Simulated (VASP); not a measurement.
Input:

```xyz
4
Lattice="1.1986 -2.0760 0.0000 1.1986 2.0760 0.0000 0.0000 0.0000 6.4834" Properties=species:S:1:pos:R:3 pbc="T T T"
C      0.0000     0.0000     1.6209
C      0.0000     0.0000     4.8626
C      1.1986     0.6920     1.6209
C      1.1986    -0.6920     4.8626
```

Level of theory: LDA (Ceperley-Alder, Perdew-Zunger), VASP's LDA PAW potentials (set 64) (plane waves; VASP). Settings: 520 eV cut-off, 10×10×4 Γ-centred mesh, Gaussian smearing of 0.050 eV, potentials C.

Problem. The ions and cell shape at fixed volume are relaxed. Which structure does the run end with?

Solution. 
```xyz
4
Lattice="1.2209 -2.1146 0.0000 1.2209 2.1146 0.0000 0.0000 0.0000 6.2490" Properties=species:S:1:pos:R:3 pbc="T T T"
C      0.0000     0.0000     1.5623
C      0.0000     0.0000     4.6868
C      1.2209     0.7049     1.5623
C      1.2209    -0.7049     4.6868
```
Space group P6_3/mmc (194), at a tolerance of 0.03 Å.

Problem. How much energy does the relaxation gain?

Solution. The energy (σ→0) changes by -26.7 meV/atom, in 3 ionic steps.

```tsv
step	E(σ→0) (eV)	max force (eV/Å)	pressure (GPa)	volume (Å³)
1	-40.3263	0.000	20.24	32.27
2	-40.4239	0.000	-1.87	32.27
3	-40.4331	0.000	2.91	32.27
```

The compound is C in the graphite structure. This cell is one point of a volume scan, at 0.94 of the reference volume. Symmetry was kept, so distortions that lower it aren't found.
